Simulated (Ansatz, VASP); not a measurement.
# TiTe2 in two plane-wave programs

One calculation is typed for both programs; each brings its own data sets. How far apart do they land? The cell is taken from a series of runs on this material, whose earlier steps may have relaxed, scaled, displaced or heated it; both programs get it as it stands.

Calculated with Ansatz 0.2.0; plane waves, with VASP 6.6.1 beside it; relaxation of cell and atoms at PBEsol.

### Step 1. The starting structure

It takes space group P-3m1 (No. 164, trigonal). The conventional cell has a = 3.696 Å, b = 3.696 Å, c = 6.448 Å, α = 90.00°, β = 90.00°, γ = 120.00°. Nearest to Ti lie 6 Te at 2.74 Å. Nearest to Te lie 3 Ti at 2.74 Å. Farther neighbours and most contacts between anions are not listed.

As a file:

```cif
data_structure
_symmetry_space_group_name_H-M 'P 1'
_symmetry_Int_Tables_number 1
_cell_length_a 3.6957
_cell_length_b 3.6957
_cell_length_c 6.4475
_cell_angle_alpha 90.000
_cell_angle_beta 90.000
_cell_angle_gamma 120.000
_cell_volume 76.26
loop_
_atom_site_label
_atom_site_type_symbol
_atom_site_fract_x
_atom_site_fract_y
_atom_site_fract_z
_atom_site_occupancy
Ti1 Ti 0.00000 0.00000 0.00000 1
Te2 Te 0.66667 0.33333 0.26723 1
Te3 Te 0.33333 0.66667 0.73277 1
```

### Step 2. Ansatz: relaxation of cell and atoms, PBEsol

Ansatz runs on its PAW soft_1 files.

The relaxed volume is the usual yardstick between codes: in a stiff, nearly cubic crystal its relative difference is about their pressure difference at one cell divided by the bulk modulus.

File input.yaml:

```yaml
crystal:
  lattice:
    - [3.6956895146, 0.0, 0.0]
    - [-1.8478447573, 3.2005610041, 0.0]
    - [0.0, 0.0, 6.447505899]
  atoms:
    - { symbol: Ti, position: [0.0, 0.0, 0.0] }
    - { symbol: Te, position: [0.6666666667, 0.3333333333, 0.2672306031] }
    - { symbol: Te, position: [0.3333333333, 0.6666666667, 0.7327693969] }
kpoints:
  mp_grid: { grid: [15, 15, 8] }
hamiltonian:
  xc: pbesol
  pseudopotentials: { kind: paw, azcp: { folder: soft_1 }, xc_functional: pbe }
scf:
  occupations: { method: methfessel_paxton, width: 0.2 }
output:
  forces: true
  stress: true
  eigenvalues: true
relax:
  adjacent_minimum: "off"
  f_tol: 0.001
  max_steps: 60
  cell: { stress_tol: 0.01 }
```

Command:

```
$ ansatz run input.yaml --threads 16 --pin off --max-ram 61440MiB --backend cuda --events-out ev --progress --plain --runs-dir out --max-vram 78GiB
```

Numbers of over 12 decimals in the logs are rounded to 6 here.

What it wrote:

```text
Engine: ansatz 0.2.0, aarch64-unknown-linux-gnu
Pseudopotentials: kind: paw
Pseudopotential: Ti, paw, valence charge 12, recommended cutoff 420 eV (normal), soft_1/Ti.paw.azcp
Pseudopotential: Te, paw, valence charge 16, recommended cutoff 420 eV (normal), soft_1/Te.paw.azcp
Functional definition: PBEsol
  exchange = pbesol_x
  correlation = pbesol_c
[...]
Crystal: 3 atoms, lattice volume = 76.263 Å³
Basis set: ecut = 420 eV, 1485 PW (Γ), exchange–correlation on 50×50×90 points (8 copies of the dense FFT grid, shifted against one another)
Bands: 27, of which v1, the nominal top of the filled ones, is band 22 counted from 1 (21 counted from 0)
Symmetry: 12 space group operations
Space group: P-3m1 (ITA 164), of the structure as read, at distance tolerance 4.2e-5 Å
k-points: 192 of 1800
Non-local potential: Ti, projectors of the file, l = 0: 3, l = 1: 2, l = 2: 3, l = 3: 1
Non-local potential: Te, projectors of the file, l = 0: 2, l = 1: 2, l = 2: 2, l = 3: 1
PAW form: soft (Blöchl's): semilocal exchange-correlation on the pseudo side does not see the compensation charge
PAW frozen core: Ti, regenerated for the run's functional, and the local potential with it (the file was generated under x = pbe(κ = 0.804, μ = 0.219515), c = pbe(β = 0.066725))
PAW frozen core: Te, regenerated for the run's functional, and the local potential with it (the file was generated under x = pbe(κ = 0.804, μ = 0.219515), c = pbe(β = 0.066725))
PAW one-centre angular grid: Ti, 590 points (default); XC on 64 Gauss nodes
PAW one-centre angular grid: Te, 590 points (default); XC on 64 Gauss nodes
Initial density: superposition of atomic densities (chi_scale 0.1, normalization cell, long waves kept (reshape's long-wave potential 0.05 eV rms))
Initial wavefunctions: pseudopotential atomic-orbital guess
[...]
Functional: x = pbesol(κ = 0.804, μ = 0.123457), c = pbesol(β = 0.046)
SCF iter   1: F=—  HF=-16282.554171 eV  |F-HF|=—  |Δ(HF+E_count)|=         —  Δρ=1.34e-1  dr2=4.18e1  ethr=3.10e-3  ⟨swp⟩=5.6  Hψ=21724  notcnv=0
preconditioner: auto → Kerker (q_TF=auto, 2.489 Å⁻¹)  [metal: Δε(μ)=0.003 eV  Ē_g=5.771 eV  σ=0.200 eV  W_gap=0.01  n_scr=22 (ndim 8)  ℏωp=17.0 eV  f_vac=0.000  D(μ)=1.79/eV (n_scr^D=10)]
SCF iter   2: F=—  HF=-16280.594239 eV  |F-HF|=—  |Δ(HF+E_count)|=    1.96e0  S|Δr|=    0.00e0  Δρ=7.39e-2  dr2=1.52e1  ethr=3.10e-3  ⟨swp⟩=2.7  Hψ=7752  notcnv=0
[...]
SCF iter  10: F=-16279.258040 eV  HF=-16279.258040 eV  |F-HF|=4.04e-9  |Δ(HF+E_count)|=   3.16e-8  S|Δr|=    0.00e0  Δρ=5.06e-6  dr2=2.77e-8  ethr=2.27e-10  ⟨swp⟩=6.9  Hψ=27228  notcnv=0
SCF 1 converged in 10 iterations: F = -16279.258040 eV  dr2 = 2.77e-8
  greatest PAW one-centre occupation: 0.998 electrons in one spin orbital (limit 2), on the Ti atom at site 0 (counted from 0), in its partial waves of l = 0
relax step   1: F+E_penalty+E_count = -16279.25803965 eV  Δ(F+E_penalty+E_count) = +0.000e0 eV  max|allowed force component| = 3.642e-3 eV/Å  Δτ_max = 0.0000 Å  P = -0.022 GPa  Ω = 76.263 Å³  (10 SCF iters, dr2 threshold 1.00e-7 eV, accepted)
[...]
relax step   2: F+E_penalty+E_count = -16279.25804151 eV  Δ(F+E_penalty+E_count) = -1.859e-6 eV  max|allowed force component| = 6.234e-3 eV/Å  Δτ_max = 0.0007 Å  P = +0.021 GPa  Ω = 76.247 Å³  energy of the carried Pulay correction = +3.641e-6 eV  (5 SCF iters, dr2 threshold 2.74e-9 eV, rejected (line search))
[...]
relax step   3: F+E_penalty+E_count = -16279.25804405 eV  Δ(F+E_penalty+E_count) = -4.399e-6 eV  max|allowed force component| = 5.483e-4 eV/Å  Δτ_max = 0.0002 Å  P = -0.005 GPa  Ω = 76.252 Å³  energy of the carried Pulay correction = +2.545e-6 eV  (7 SCF iters, accepted)
[...]
relax step   4: F+E_penalty+E_count = -16279.25804803 eV  Δ(F+E_penalty+E_count) = -3.979e-6 eV  max|allowed force component| = 2.314e-4 eV/Å  Δτ_max = 0.0002 Å  P = +0.002 GPa  Ω = 76.236 Å³  energy of the carried Pulay correction = +6.219e-6 eV  (6 SCF iters, dr2 threshold 3.02e-10 eV, accepted)
[...]
relax step   5: F+E_penalty+E_count = -16279.25804673 eV  Δ(F+E_penalty+E_count) = +1.302e-6 eV  max|allowed force component| = 1.575e-4 eV/Å  Δτ_max = 0.0001 Å  P = +0.000 GPa  Ω = 76.242 Å³  energy of the carried Pulay correction = +4.863e-6 eV  (7 SCF iters, accepted)
[...]
relax step   6: F+E_penalty+E_count = -16279.25804171 eV  Δ(F+E_penalty+E_count) = +5.014e-6 eV  max|allowed force component| = 1.577e-4 eV/Å  Δτ_max = 0.0000 Å  P = +0.000 GPa  Ω = 76.242 Å³  stress off target by 7.67e-4 GPa  SCF on the basis re-selected at this cell (its energy is not comparable with the rows above)  (6 SCF iters)
basis re-selected at this cell: Δ(F+E_penalty+E_count) = +5.014e-6 eV, ΔP = +0.000 GPa vs the last step (what re-selecting the basis moved, of the pressure what is left beyond the Pulay correction that the steps carried, after the strain that the cell walked since its last selection, with what the two solves' SCF thresholds leave and, on support functions, any second-order correction that the steps lacked; it is no m [...]
SCF converged after 6 iterations
Stability not checked: this state was not tested for a lower state beside it, because cold or Methfessel-Paxton smearing, or corrected tetrahedra, fill the levels in a way that the test cannot read (fill_not_monotonic; see scf.lower_state_search)
Free energy (F): -16279.258042 eV
Harris-Foulkes:  -16279.258042 eV  (|F-HF|=0.00e0)
Internal energy: -16279.259190 eV  (E = F + TS)
E sigma→0 (E₀):  -16279.258329 eV
Entropy (-TS):   0.001148 eV (0.383 meV/atom)
Fermi energy:    10.942056 eV
--- Per-component energies (eV) ---
  E_band       = -639.672511
  E_kinetic    = 626.668592
  E_local      = -4073.794535  (includes V_loc(G=0)·N_el)
  E_nonlocal   = 199.738806
  E_hartree    = 1962.689154
  E_xc         = -359.062291
  E_vxc        = -349.881625  (∫ρ·V_xc dr)
  E_paw        = -10205.548610  (= ΣΔE_a)
  E_vpaw       = -967.782126  (= ΣTr[D̂ρ^β])
  E_aug_tail   = 0.000090  (compensation charges beyond the density's cutoff)
  E_ewald      = -4430.839403
  E_core_change = 0.889007  (= ΣΔE_core)
  E_smearing   = 0.001148  (= −TS)
  E_closure    = -0.000000  (closes the sum)
  Σ components = -16279.258042   (vs F -16279.258042, Δ=0.00e0)
--- Forces (eV/Å), atoms counted from 1 ---
  atom   1  Ti     0.00000000    -0.00000000     0.00000000
  atom   2  Te     0.00000000    -0.00000000     0.00015775
  atom   3  Te     0.00000000     0.00000000    -0.00015775
  max |Σ_I F_I| component: 2.31e-18 eV/Å
--- Stress (GPa, compression-positive) ---
        0.000767      -0.000000       0.000000
       -0.000000       0.000767      -0.000000
        0.000000      -0.000000      -0.000469
  P = ⅓ Tr σ = 0.0004 GPa (0.004 kbar)
--- Band table (eV; the first three rows and the last of 192) ---
  k-point 0: bands = [... 18 lower, 9.3264, 11.1582, 11.3677, 11.3677, 11.5225, 12.2191, 12.2191, 14.1300, ... 1 higher]
  k-point 1: bands = [... 18 lower, 9.3376, 10.6427, 11.3657, 11.3657, 11.7442, 12.1572, 12.1572, 14.2092, ... 1 higher]
  k-point 2: bands = [... 18 lower, 9.3655, 9.7528, 11.3612, 11.3612, 11.8995, 12.0203, 12.0203, 14.3906, ... 1 higher]
  k-point 191: bands = [... 18 lower, 7.0953, 7.4291, 9.1470, 9.1470, 11.9279, 11.9279, 12.0384, 14.1075, ... 1 higher]
--- Relaxed structure (5 steps of the walk, 4 accepted, 1 SCFs on fresh bases) ---
  F+E_penalty+E_count = -16279.25804171 eV   max|allowed force component| = 1.577e-4 eV/Å   (the final SCF, on the basis selected at the relaxed cell)
  cell:  # Å, volume = 76.2416 Å³
    - [3.695678, 0.0, 0]
    - [-1.847839, 3.200551, 0]
    - [0, 0, 6.445745]
  atoms:
    - { symbol: Ti, position: [0, 0, 0] }
    - { symbol: Te, position: [0.666667, 0.333333, 0.267227] }
    - { symbol: Te, position: [0.333333, 0.666667, 0.732773] }
```

### Step 3. VASP: relaxation of cell and atoms, PBEsol

The same cell, functional, mesh and smearing now go to VASP, with its own data sets.

Lines of VASP's logs that name or quote its potential files are left out, and so is its time.

File INCAR:

```
SYSTEM = TiTe2
PREC = Accurate
ENCUT = 500
EDIFF = 1E-07
NELM = 120
ISMEAR = 1
SIGMA = 0.2
LREAL = .FALSE.
ALGO = Normal
GGA = PS
NBANDS = 18
LASPH = .TRUE.
LORBIT = 11
LWAVE = .FALSE.
LCHARG = .FALSE.
ISIF = 3
IBRION = 2
NSW = 80
EDIFFG = -0.005
GGA_COMPAT = .FALSE.
NELMIN = 4
KPAR = 2
```

File POSCAR:

```
TiTe2
1.0
    3.6956900000      0.0000000000      0.0000000000
   -1.8478450000      3.2005610000      0.0000000000
    0.0000000000      0.0000000000      6.4475060000
Ti Te
1 2
Direct
    0.0000000000      0.0000000000      0.0000000000
    0.6666666667      0.3333333333      0.2672306160
    0.3333333333      0.6666666667      0.7327693840
```

File KPOINTS:

```
Automatic mesh
0
Gamma
15 15 8
0 0 0
```

PAW data sets: Ti_sv and Te (PBE family, release 64).

Command:

```
$ mpirun -np 2 vasp_std
```

What it wrote:

```text
[banner, memory and clock lines left out]
running    2 mpi-ranks, on    1 nodes
 distrk:  each k-point on    1 cores,    2 groups
 distr:  one band on    1 cores,    1 groups

 POSCAR found type information on POSCAR TiTe
 POSCAR found :  2 types and       3 ions
|                                                                             |
|               ----> ADVICE to this user running VASP <----                  |
|                                                                             |
|     You enforced a specific xc type in the INCAR file but a different       |
|     [... a line on the potential file left out ...]
|     I HOPE YOU KNOW WHAT YOU ARE DOING!                                     |
|                                                                             |

 LDA part: xc-table for (Slater+PW92), standard interpolation
 POSCAR, INCAR and KPOINTS ok, starting setup
 FFT: planning ... GRIDC
 FFT: planning ... GRID_SOFT
 FFT: planning ... GRID
 WAVECAR not read
 entering main loop
       N       E                     dE             d eps       ncg     rms          rms(c)
DAV:   1     0.175565540472E+03    0.17557E+03   -0.10666E+04  6912   0.121E+03
DAV:   2    -0.333982476038E+01   -0.17891E+03   -0.17501E+03  7312   0.308E+02
DAV:   3    -0.191343169432E+02   -0.15794E+02   -0.15447E+02 10852   0.850E+01
DAV:   4    -0.196690713811E+02   -0.53475E+00   -0.53246E+00  8718   0.147E+01
DAV:   5    -0.196898574493E+02   -0.20786E-01   -0.20778E-01 10528   0.280E+00    0.127E+01
DAV:   6    -0.195564286911E+02    0.13343E+00   -0.35177E+01  8084   0.392E+01    0.128E+01
DAV:   7    -0.177659191789E+02    0.17905E+01   -0.25595E+01  8854   0.313E+01    0.512E+00
DAV:   8    -0.175406221754E+02    0.22530E+00   -0.13855E+00  8042   0.861E+00    0.175E+00
DAV:   9    -0.175515094805E+02   -0.10887E-01   -0.16921E-01  9360   0.267E+00    0.139E+00
DAV:  10    -0.175415073761E+02    0.10002E-01   -0.19491E-01  8346   0.325E+00    0.795E-01
DAV:  11    -0.175384830840E+02    0.30243E-02   -0.31689E-02  8244   0.132E+00    0.360E-01
DAV:  12    -0.175383479658E+02    0.13512E-03   -0.36575E-03  8384   0.431E-01    0.225E-01
DAV:  13    -0.175382439681E+02    0.10400E-03   -0.43825E-04  8424   0.160E-01    0.386E-02
DAV:  14    -0.175382459809E+02   -0.20128E-05   -0.13270E-05  7920   0.297E-02    0.332E-02
DAV:  15    -0.175382421057E+02    0.38752E-05   -0.96896E-06  8584   0.249E-02    0.120E-02
DAV:  16    -0.175382414811E+02    0.62460E-06   -0.33849E-06  9856   0.110E-02    0.224E-03
DAV:  17    -0.175382415646E+02   -0.83498E-07   -0.76599E-08  4350   0.199E-03
   1 F= -.17538242E+02 E0= -.17538632E+02  d E =-.175382E+02
[...]
2 F= -.17538257E+02 E0= -.17538649E+02  d E =-.158071E-04
[...]
3 F= -.17538257E+02 E0= -.17538648E+02  d E =-.152588E-04
[...]
4 F= -.17538272E+02 E0= -.17538664E+02  d E =-.154115E-04
 ZBRENT: can't locate minimum, use default step
 trial-energy change:   -0.000015  1 .order   -0.000015   -0.000017   -0.000014
 step:   4.0850(harm=  4.5791)  dis= 0.00298  next Energy=   -17.538296 (dE=-0.391E-04)
 bond charge predicted
       N       E                     dE             d eps       ncg     rms          rms(c)
DAV:   1    -0.175391457199E+02   -0.87350E-03   -0.21366E-02  8938   0.148E+00    0.263E-01
DAV:   2    -0.175396810138E+02   -0.53529E-03   -0.21692E-02  8240   0.107E+00    0.254E-01
DAV:   3    -0.175383215765E+02    0.13594E-02   -0.95035E-03  8292   0.615E-01    0.552E-02
DAV:   4    -0.175382725784E+02    0.48998E-04   -0.30376E-04  9050   0.139E-01    0.298E-02
DAV:   5    -0.175382764465E+02   -0.38681E-05   -0.18376E-05  8578   0.251E-02    0.257E-02
DAV:   6    -0.175382827759E+02   -0.63294E-05   -0.11380E-05 11456   0.189E-02    0.701E-03
DAV:   7    -0.175382835671E+02   -0.79123E-06   -0.26434E-06  8730   0.733E-03    0.236E-03
DAV:   8    -0.175382836157E+02   -0.48547E-07   -0.29772E-07  6968   0.306E-03
   5 F= -.17538284E+02 E0= -.17538678E+02  d E =-.267923E-04
 curvature:  -4.01 expect dE=-0.160E-04 dE for cont linesearch -0.135E-05
 trial: gam= 0.00000 g(F)=  0.719E-06 g(S)=  0.328E-05 ort =-0.320E-05 (trialstep = 0.163E+01)
 search vector abs. value=  0.400E-05
 reached required accuracy - stopping structural energy minimisation
```

(Part 1 of 2 ends here.)

[Lines on the potential files, build, host, timing and source positions are cut from VASP's logs without a mark.]

[Logs are printed without paths, hosts, clocks, repeated set-up lines and the standing remarks that a program may print on its own settings, such as how far it seeks lower states.]

[Hosts, paths, dates, database ids (printed as entryN), source tags and the programs' standing remarks are cut or masked in the printed files.]
